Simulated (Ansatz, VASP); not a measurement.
## S (S8) in two plane-wave programs

Aim: how closely do two programs agree when they are given the same cell, functional and k mesh? The structure shown is the end of the VASP relaxation below.

Program: Ansatz 0.2.0. Level of theory: plane waves, with VASP 6.6.1 beside it; single point at PBEsol. Results are calculated unless marked as measured.

### Step 1. The structure

The cell holds 8 atoms: 8 S. Cell: a = 14.000 Å, b = 14.500 Å, c = 11.000 Å, α = 90.0°, β = 90.0°, γ = 90.0°. Vacuum lies along a, b and c.

As a file:

```xyz
8
Lattice="14.0000 0.0000 0.0000 0.0000 14.5000 0.0000 0.0000 0.0000 11.0000" Properties=species:S:1:pos:R:3
S     9.3630    7.2500    5.9829
S     8.6705    8.9207    5.0173
S     7.0000    9.6127    5.9825
S     5.3295    8.9207    5.0173
S     4.6370    7.2500    5.9829
S     5.3295    5.5793    5.0173
S     7.0000    4.8873    5.9825
S     8.6705    5.5793    5.0173
```

### Step 2. VASP: relaxation, PBEsol

This run makes the geometry at which the two programs are then compared.

Lines of VASP's logs that name or quote its potential files are left out, and so is its time.

Contents of INCAR:

```
SYSTEM = S
PREC = Normal
ENCUT = 300
EDIFF = 1E-05
NELM = 120
ISMEAR = 0
SIGMA = 0.01
LREAL = Auto
ALGO = Fast
GGA = PS
NBANDS = 32
LORBIT = 11
LWAVE = .FALSE.
LCHARG = .FALSE.
NCORE = 4
IBRION = 2
NSW = 30
ISIF = 2
EDIFFG = -0.03
POTIM = 0.4
MAXMIX = 40
ISYM = 0
```

Contents of POSCAR:

```
S
1.0
   14.0000000000      0.0000000000      0.0000000000
    0.0000000000     14.5000000000      0.0000000000
    0.0000000000      0.0000000000     11.0000000000
S
8
Direct
    0.6692857100      0.5000000000      0.5454545500
    0.6197030800      0.6155753800      0.4545454500
    0.5000000000      0.6634482800      0.5454545500
    0.3802969200      0.6155753800      0.4545454500
    0.3307142900      0.5000000000      0.5454545500
    0.3802969200      0.3844246200      0.4545454500
    0.5000000000      0.3365517200      0.5454545500
    0.6197030800      0.3844246200      0.4545454500
```

Contents of KPOINTS:

```
Automatic mesh
0
Gamma
1 1 1
0 0 0
```

PAW data sets: S (PBE family, release 64).

The run is started by

```sh
$ mpirun -np 4 vasp_gam
```

Numbers of over 12 decimals in the logs are rounded to 6 here.

What it wrote:

```text
[banner, memory and clock lines left out]
running    4 mpi-ranks, on    1 nodes
 distrk:  each k-point on    4 cores,    1 groups
 distr:  one band on    4 cores,    1 groups

 POSCAR found type information on POSCAR S
 POSCAR found :  1 types and       8 ions
|                                                                             |
|               ----> ADVICE to this user running VASP <----                  |
|                                                                             |
|     You have a (more or less) 'small supercell' and for smaller cells       |
|     it is recommended to use the reciprocal-space projection scheme!        |
|     The real-space optimization is not efficient for small cells and it     |
|     is also less accurate ...                                               |
|     Therefore, set LREAL=.FALSE. in the INCAR file.                         |
|                                                                             |

|                                                                             |
|               ----> ADVICE to this user running VASP <----                  |
|                                                                             |
|     You enforced a specific xc type in the INCAR file but a different       |
|     [... a line on the potential file left out ...]
|     I HOPE YOU KNOW WHAT YOU ARE DOING!                                     |
|                                                                             |

 LDA part: xc-table for (Slater+PW92), standard interpolation
 POSCAR, INCAR and KPOINTS ok, starting setup
 FFT: planning ... GRIDC
 FFT: planning ... GRID_SOFT
 FFT: planning ... GRID
 WAVECAR not read
 entering main loop
       N       E                     dE             d eps       ncg     rms          rms(c)
DAV:   1     0.377780452120E+03    0.37778E+03   -0.10525E+04    80   0.624E+02
DAV:   2     0.741026913176E+02   -0.30368E+03   -0.28883E+03   120   0.130E+02
DAV:   3    -0.282527330558E+02   -0.10236E+03   -0.10194E+03    88   0.864E+01
DAV:   4    -0.350724294612E+02   -0.68197E+01   -0.67103E+01    80   0.274E+01
DAV:   5    -0.351825007281E+02   -0.11007E+00   -0.10907E+00    88   0.380E+00    0.298E+01
RMM:   6    -0.348932746193E+02    0.28923E+00   -0.12236E-01    64   0.160E+00    0.177E+01
RMM:   7    -0.347650799423E+02    0.12819E+00   -0.33028E-01    64   0.250E+00    0.414E-01
RMM:   8    -0.347682857531E+02   -0.32058E-02   -0.38031E-02    68   0.103E+00    0.383E-01
RMM:   9    -0.347693682477E+02   -0.10825E-02   -0.93538E-03    70   0.417E-01    0.995E-02
RMM:  10    -0.347700374899E+02   -0.66924E-03   -0.18150E-03    82   0.197E-01    0.124E-01
RMM:  11    -0.347713280582E+02   -0.12906E-02   -0.28774E-04    65   0.676E-02    0.598E-02
RMM:  12    -0.347718847415E+02   -0.55668E-03   -0.13599E-04    55   0.395E-02    0.432E-02
RMM:  13    -0.347729393997E+02   -0.10547E-02   -0.46876E-04    60   0.543E-02    0.255E-02
RMM:  14    -0.347729801668E+02   -0.40767E-04   -0.28145E-05    49   0.224E-02    0.243E-02
RMM:  15    -0.347733063591E+02   -0.32619E-03   -0.41457E-05    56   0.198E-02    0.216E-02
RMM:  16    -0.347735041889E+02   -0.19783E-03   -0.15268E-05    41   0.120E-02    0.476E-03
RMM:  17    -0.347736816252E+02   -0.17744E-03   -0.11342E-05    35   0.914E-03    0.306E-03
RMM:  18    -0.347737738956E+02   -0.92270E-04   -0.99486E-06    34   0.809E-03    0.392E-03
RMM:  19    -0.347737972487E+02   -0.23353E-04   -0.32056E-06    26   0.540E-03    0.156E-03
RMM:  20    -0.347738069581E+02   -0.97094E-05   -0.18023E-06    26   0.470E-03
   1 F= -.34773807E+02 E0= -.34773807E+02  d E =-.347738E+02
 curvature:   0.00 expect dE= 0.000E+00 dE for cont linesearch  0.000E+00
 trial: gam= 0.00000 g(F)=  0.730E-01 g(S)=  0.000E+00 ort = 0.000E+00 (trialstep = 0.100E+01)
 search vector abs. value=  0.730E-01
 bond charge predicted
       N       E                     dE             d eps       ncg     rms          rms(c)
DAV:   1    -0.347921750774E+02   -0.18378E-01   -0.31557E+00    72   0.731E+00    0.211E+00
RMM:   2    -0.348086540961E+02   -0.16479E-01   -0.18070E-01    64   0.215E+00    0.146E+00
RMM:   3    -0.348086231331E+02    0.30963E-04   -0.49926E-02    65   0.108E+00    0.280E-01
RMM:   4    -0.348091715430E+02   -0.54841E-03   -0.74454E-03    68   0.485E-01    0.262E-01
RMM:   5    -0.348093585481E+02   -0.18701E-03   -0.21547E-03    65   0.244E-01    0.866E-02
RMM:   6    -0.348092179268E+02    0.14062E-03   -0.55129E-04    69   0.120E-01    0.804E-02
RMM:   7    -0.348096773438E+02   -0.45942E-03   -0.62889E-04    64   0.887E-02    0.286E-02
RMM:   8    -0.348099762573E+02   -0.29891E-03   -0.89952E-05    60   0.502E-02    0.167E-02
RMM:   9    -0.348101021554E+02   -0.12590E-03   -0.33133E-05    48   0.259E-02    0.147E-02
RMM:  10    -0.348101444686E+02   -0.42313E-04   -0.11886E-05    41   0.139E-02    0.758E-03
RMM:  11    -0.348102167918E+02   -0.72323E-04   -0.97449E-06    41   0.953E-03    0.528E-03
RMM:  12    -0.348102468106E+02   -0.30019E-04   -0.72792E-06    37   0.711E-03    0.277E-03
RMM:  13    -0.348102642286E+02   -0.17418E-04   -0.46541E-06    28   0.533E-03    0.367E-03
RMM:  14    -0.348102665778E+02   -0.23492E-05   -0.85799E-07    21   0.382E-03
   2 F= -.34810267E+02 E0= -.34810267E+02  d E =-.364596E-01
 trial-energy change:   -0.036460  1 .order   -0.035875   -0.073040    0.001290
 step:   0.9834(harm=  0.9826)  dis= 0.01702  next Energy=   -34.810277 (dE=-0.365E-01)
 reached required accuracy - stopping structural energy minimisation
```

OUTCAR, selected parts (step 2):

```text
ion  position               nearest neighbor table
   1  0.669  0.500  0.545-   2 2.07   8 2.07
   2  0.620  0.616  0.455-   1 2.07   3 2.07
   3  0.500  0.663  0.545-   2 2.07   4 2.07
   4  0.380  0.616  0.455-   5 2.07   3 2.07
   5  0.331  0.500  0.545-   4 2.07   6 2.07
   6  0.380  0.384  0.455-   5 2.07   7 2.07
   7  0.500  0.337  0.545-   6 2.07   8 2.07
   8  0.620  0.384  0.455-   1 2.07   7 2.07

 Found      1 irreducible k-points:

   k-points           NKPTS =      1   k-points in BZ     NKDIM =      1   number of bands    NBANDS=     32

   dimension x,y,z NGX =    60 NGY =   64 NGZ =   48
   dimension x,y,z NGXF=   120 NGYF=  128 NGZF=   96

   ENCUT  =  300.0 eV  22.05 Ry    4.70 a.u.  19.77 20.48 15.53*2*pi/ulx,y,z

   NELECT =      48.0000    total number of electrons

 k-points in reciprocal lattice and weights: Automatic mesh
   0.00000000  0.00000000  0.00000000       1.000

 average (electrostatic) potential at core
       1 -96.8215       2 -96.8218       3 -96.8226       4 -96.8218       5 -96.8214
       6 -96.8217       7 -96.8226       8 -96.8218

 E-fermi :  -5.7005

 k-point     1 :       0.0000    0.0000    0.0000
  band No.  band energies     occupation
    ...
     20      -6.1354      2.00000
     21      -6.1346      2.00000
     22      -5.8712      2.00000
     23      -5.8708      2.00000
     24      -5.7516      2.00000
     25      -2.3773      0.00000
     26      -2.3759      0.00000
     27      -2.0353      0.00000
     28      -1.1811      0.00000
     29      -1.1788      0.00000
    ...

  Total       -0.5425718     -0.5515783     -0.5452991     -0.0000172     -0.0002044      0.0000815
  in kB       -0.3892952     -0.3957574     -0.3912521     -0.0000124     -0.0001466      0.0000584
  external PRESSURE =      -0.3921016 kB  Pullay stress =       0.0000000 kB

  energy-cutoff  :      300.00
  volume of cell :     2233.00
      direct lattice vectors                 reciprocal lattice vectors
    14.000000000  0.000000000  0.000000000     0.071428571  0.000000000  0.000000000
     0.000000000 14.500000000  0.000000000     0.000000000  0.068965517  0.000000000
     0.000000000  0.000000000 11.000000000     0.000000000  0.000000000  0.090909091

 POSITION                                       TOTAL-FORCE (eV/Angst)
 -----------------------------------------------------------------------------------
      9.36296      7.25001      5.98290         0.004377     -0.000186      0.008020
      8.67052      8.92072      5.01730         0.004310     -0.000668     -0.007831
      7.00000      9.61270      5.98250         0.000186      0.004998      0.007528
      5.32948      8.92072      5.01730        -0.004539     -0.000709     -0.007777
      4.63703      7.25000      5.98290        -0.004349      0.000088      0.008020
      5.32948      5.57927      5.01730        -0.004512      0.000676     -0.007786
      7.00000      4.88730      5.98249        -0.000058     -0.005041      0.007493
      8.67052      5.57927      5.01730         0.004584      0.000842     -0.007667
 -----------------------------------------------------------------------------------
    total drift:                               -0.000241     -0.000380      0.006913

  FREE ENERGIE OF THE ION-ELECTRON SYSTEM (eV)
  ---------------------------------------------------
  free  energy   TOTEN  =       -34.8102665778 eV

  energy  without entropy=      -34.8102665778  energy(sigma->0) =      -34.81026658

 reached required accuracy - stopping structural energy minimisation

 total charge
# of ion       s       p       d       tot
------------------------------------------
    1        1.370   2.261   0.000   3.631
    2        1.370   2.261   0.000   3.631
    3        1.370   2.261   0.000   3.631
    4        1.370   2.261   0.000   3.631
    5        1.370   2.261   0.000   3.631
    6        1.370   2.261   0.000   3.631
    7        1.370   2.261   0.000   3.631
    8        1.370   2.261   0.000   3.631
--------------------------------------------------
tot         10.956  18.089   0.000  29.046
```

### Step 3. Ansatz: single point, PBEsol

Ansatz runs on its default PAW (the set named soft_2) files.

The same cell, functional, mesh and smearing now go to Ansatz, which takes its cutoff from its data sets.

Contents of input.yaml:

```yaml
crystal:
  lattice:
    - [14.0, 0.0, 0.0]
    - [0.0, 14.5, 0.0]
    - [0.0, 0.0, 11.0]
  atoms:
    - { symbol: S, position: [0.66878306, 0.50000061, 0.54390016] }
    - { symbol: S, position: [0.61932309, 0.61522201, 0.45611843] }
    - { symbol: S, position: [0.49999966, 0.66294474, 0.54386334] }
    - { symbol: S, position: [0.38067734, 0.6152224, 0.4561186] }
    - { symbol: S, position: [0.33121676, 0.50000005, 0.54389998] }
    - { symbol: S, position: [0.38067737, 0.38477751, 0.45611844] }
    - { symbol: S, position: [0.50000011, 0.33705538, 0.54386307] }
    - { symbol: S, position: [0.6193226, 0.3847773, 0.456118] }
hamiltonian:
  xc: pbesol
  pseudopotentials: { kind: paw }
kpoints:
  mp_grid: { grid: [1, 1, 1] }
scf:
  occupations: { method: gaussian, width: 0.01 }
  n_extra_bands: 6
output:
  forces: true
  eigenvalues: true
```

The run is started by

```sh
$ ansatz run input.yaml --threads 4 --pin off --max-ram 9216MiB --backend cpu --events-out ev --progress --plain --runs-dir out
```

What it wrote:

```text
Warning: the atoms were moved onto the symmetric positions of the space group found under crystal.symmetry.tolerance 1.0e-5 (fractional; no operation is sought that the atoms, as they stand in a round, miss by more than twice it, and no atom is moved by as much as it), and the run uses the moved positions. Before a round's move an operation carried an atom to 1.77e-5 Å from where it should land, the largest such dist [...]
scf.n_extra_bands = 6 over 24 filled bands (N_el = 48.0): the run solves 30 bands
Engine: ansatz 0.2.0, aarch64-unknown-linux-gnu
Pseudopotentials: kind: paw
Pseudopotential: S, paw, valence charge 6, recommended cutoff 420 eV (normal), S.paw.azcp
Functional definition: PBEsol
  exchange = pbesol_x
  correlation = pbesol_c
Crystal: 8 atoms, lattice volume = 2233.000 Å³
Basis set: ecut = 420 eV, 43695 PW (Γ), exchange–correlation on 192×200×150 points (8 copies of the dense FFT grid, shifted against one another)
Bands: 30, of which v1, the nominal top of the filled ones, is band 24 counted from 1 (23 counted from 0)
Symmetry: 4 space group operations
Space group: Pmm2 (ITA 25), of the structure as read, at distance tolerance 1.3e-4 Å
k-points: 1
Non-local potential: S, projectors of the file, l = 0: 2, l = 1: 2, l = 2: 2
PAW form: soft (Blöchl's): semilocal exchange-correlation on the pseudo side does not see the compensation charge
PAW frozen core: S, regenerated for the run's functional, and the local potential with it (the file was generated under x = pbe(κ = 0.804, μ = 0.219515), c = pbe(β = 0.066725))
PAW one-centre angular grid: S, 110 points (default); XC on 64 Gauss nodes
Initial density: superposition of atomic densities (neutral atoms: chi_scale 0, normalization atom), corrected by the library's trained network
Initial wavefunctions: pseudopotential atomic-orbital guess
Functional: x = pbesol(κ = 0.804, μ = 0.123457), c = pbesol(β = 0.046)
SCF iter   1: F=—  HF=-7078.914565 eV  |F-HF|=—  |Δ(HF+E_count)|=         —  Δρ=9.64e-4  dr2=2.48e-2  ethr=1.77e-3  ⟨swp⟩=7.0  Hψ=158  notcnv=0
preconditioner: auto → Resta (q_TF=auto, 1.439 Å⁻¹)  ε∞=1.4  [insulator: Δε(μ)=3.330 eV  Ē_g=8.174 eV  σ=0.010 eV  W_gap=1.00  n_scr=112 (ndim 8)  ℏωp=5.1 eV  f_vac=0.841  D(μ)=0.00/eV (n_scr^D=0)  ε∞_Penn≈1.4  vacuum switching on, ρ_ref=4.8e-3 e/Å³]
SCF iter   2: F=—  HF=-7078.917735 eV  |F-HF|=—  |Δ(HF+E_count)|=   3.17e-3  Δρ=3.91e-4  dr2=3.06e-3  ethr=5.17e-5  ⟨swp⟩=4.0  Hψ=71  notcnv=0  defer=1
SCF iter   3: F=—  HF=-7078.921752 eV  |F-HF|=—  |Δ(HF+E_count)|=   4.02e-3  Δρ=8.10e-5  dr2=1.77e-4  ethr=6.38e-6  ⟨swp⟩=2.0  Hψ=47  notcnv=0  defer=1
SCF iter   4: F=—  HF=-7078.922294 eV  |F-HF|=—  |Δ(HF+E_count)|=   5.42e-4  Δρ=2.65e-5  dr2=1.96e-5  ethr=3.68e-7  ⟨swp⟩=2.0  Hψ=58  notcnv=0  defer=1
SCF iter   5: F=—  HF=-7078.922204 eV  |F-HF|=—  |Δ(HF+E_count)|=   8.98e-5  Δρ=1.02e-5  dr2=4.66e-6  ethr=4.08e-8  ⟨swp⟩=2.0  Hψ=50  notcnv=0  defer=1
SCF iter   6: F=—  HF=-7078.922204 eV  |F-HF|=—  |Δ(HF+E_count)|=   1.84e-7  Δρ=3.67e-6  dr2=3.96e-7  ethr=9.70e-9  ⟨swp⟩=2.0  Hψ=45  notcnv=0  defer=1
SCF iter   7: F=-7078.922205 eV  HF=-7078.922205 eV  |F-HF|=1.94e-7  |Δ(HF+E_count)|=   4.79e-7  Δρ=1.52e-6  dr2=8.09e-8  ethr=2.08e-10  ⟨swp⟩=9.0  Hψ=143  notcnv=0
SCF 1 converged in 7 iterations: F = -7078.922205 eV  dr2 = 8.09e-8
  greatest PAW one-centre occupation: 0.868 electrons in one spin orbital (limit 2), on the S atom at site 4 (counted from 0), in its partial waves of l = 0
SCF converged after 7 iterations
Free energy (F): -7078.922205 eV
Harris-Foulkes:  -7078.922205 eV  (|F-HF|=1.94e-7)
Internal energy: -7078.922205 eV  (E = F + TS)
E sigma→0 (E₀):  -7078.922205 eV
Fermi energy:    -3.997463 eV
--- Per-component energies (eV) ---
  E_band       = -537.593124
  E_kinetic    = 847.757010
  E_local      = -7029.486206  (includes V_loc(G=0)·N_el)
  E_nonlocal   = 233.191772
  E_hartree    = 3070.526774
  E_xc         = -762.419734
  E_vxc        = -689.683779  (∫ρ·V_xc dr)
  E_paw        = -4673.373648  (= ΣΔE_a)
  E_vpaw       = -40.431731  (= ΣTr[D̂ρ^β])
  E_aug_tail   = 0.000013  (compensation charges beyond the density's cutoff)
  E_ewald      = 1234.386219
  E_core_change = 0.495594  (= ΣΔE_core)
  E_smearing   = -0.000000  (= −TS)
  E_closure    = 0.000000  (closes the sum)
  Σ components = -7078.922205   (vs F -7078.922205, Δ=0.00e0)
--- Forces (eV/Å), atoms counted from 1 ---
  atom   1  S      0.04628458     0.00000000     0.06325583
  atom   2  S      0.03930452     0.03173328    -0.06669278
  atom   3  S      0.00000000     0.05144900     0.07013012
  atom   4  S     -0.03930452     0.03173328    -0.06669278
  atom   5  S     -0.04628458     0.00000000     0.06325583
  atom   6  S     -0.03930452    -0.03173328    -0.06669278
  atom   7  S      0.00000000    -0.05144900     0.07013012
  atom   8  S      0.03930452    -0.03173328    -0.06669278
  max |Σ_I F_I| component: 7.67e-7 eV/Å
--- Band table (eV) ---
  k-point 0: bands = [... 20 lower, -6.0553, -5.7952, -5.7948, -5.6660, -2.3289, -2.3276, -1.9788, -1.1216, ... 2 higher]
```

It took 2.9 s on 4 threads of Arm Neoverse V1, shared host; peak memory 0.95 GiB; 8.8 s of CPU time.

### Step 4. Side by side

Known differences besides the potentials themselves: the cutoff is 420 eV in Ansatz and 300 eV in VASP (PREC = Normal, projectors in real space); Ansatz makes its cores anew for this functional, VASP keeps those of its PBE data sets; VASP leaves aspherical gradient terms in its spheres out (LASPH is not set), Ansatz keeps them. Total energies have different zeros and are not compared.

The two programs side by side:

| quantity | Ansatz | VASP | difference |
| --- | --- | --- | --- |
| gap on the k mesh (eV) | 3.337 | 3.374 | -0.037 |

At this near-relaxed geometry the largest component of a force difference is 63 meV/Å.

### Step 5. What the set-up changes

Further runs change the set-up of one program: Ansatz's method, potentials or start, or VASP's data sets, cutoff or form of LDA. The table gives Ansatz less VASP for each quantity, since a change that brings one quantity closer may part another.

| run | r.m.s. force difference (meV/Å) | gap on the k mesh (eV) |
| --- | --- | --- |
| as above | 43 | -0.037 |
| cores kept as stored | 48 | -0.036 |
| Ansatz's larger PAW set (cutoff 580 eV) | 42 | -0.024 |
| norm-conserving potentials (cutoff 707 eV) | 33 | -0.040 |

### Step 6. Results

| Quantity | Value |
| --- | --- |
| r.m.s. force difference (single point, PBEsol) | 43 meV/Å |

**Reading.** The r.m.s. force difference is 43 meV/Å (single point, PBEsol), beyond the 12 meV/Å picked in this series as the mark of a large difference. Single point, PBEsol, Ansatz's larger PAW set (cutoff 580 eV): the difference in gap on the k mesh goes from -0.037 to -0.024 eV. Such differences can come from data sets, numerical settings and the points named under the comparisons, not from the functional's error against experiment.

[Lines on the potential files, build, host, timing and source positions are cut from VASP's logs without a mark.]

[Logs are printed without paths, hosts, clocks, repeated set-up lines and the standing remarks that a program may print on its own settings, such as how far it seeks lower states.]

[Hosts, paths, dates, database ids (printed as entryN), source tags and the programs' standing remarks are cut or masked in the printed files.]
